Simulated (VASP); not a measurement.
Energy against volume of CsPbBr3 (cubic perovskite). Method: optB88-vdW, VASP's PBE PAW potentials (set 64) (plane waves; VASP).

```csv
V (Å³/atom),E (eV/atom)
39.196,-0.93592
40.447,-0.94491
41.698,-0.94781
42.949,-0.94558
44.200,-0.93902
```

Fit a third-order Birch-Murnaghan equation of state.

```yaml
volume_per_atom: 41.74 Å^3/atom
bulk_modulus: 21.7 GPa
pressure_derivative_of_the_bulk_modulus: 4.75
lattice_constant_a: 5.932 Å
```

The compound is CsPbBr3 in the cubic perovskite structure, the ideal cubic form; the compound distorts at low or room temperature. It was relaxed first.
